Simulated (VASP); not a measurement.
Input:

```
CELL_PARAMETERS angstrom
      0.00000     2.52471     2.52471
      2.52471     0.00000     2.52471
      2.52471     2.52471     0.00000
ATOMIC_POSITIONS crystal
  Hf 0.00000 0.00000 0.00000
  O  0.25000 0.25000 0.25000
  O  0.75000 0.75000 0.75000
```

Method: rev-vdW-DF2, VASP's PBE PAW potentials (set 64) (plane waves; VASP). Run with 520 eV cut-off, 9×9×9 Γ-centred mesh, tetrahedra with Blöchl corrections, potentials Hf_pv O.

### Question
What does the run give for the energy per atom (σ→0)?

### Answer

```
Item                                    Value
---------------------  ----------------------
energy per atom (σ→0)  -828.8 kJ/mol of atoms
```

The absolute energy has meaning only against runs of the same code, potentials and settings.

The compound is HfO2 in the fluorite structure, the high-temperature cubic form, which is unstable at 0 K; the monoclinic form is the stable one. It was relaxed first.
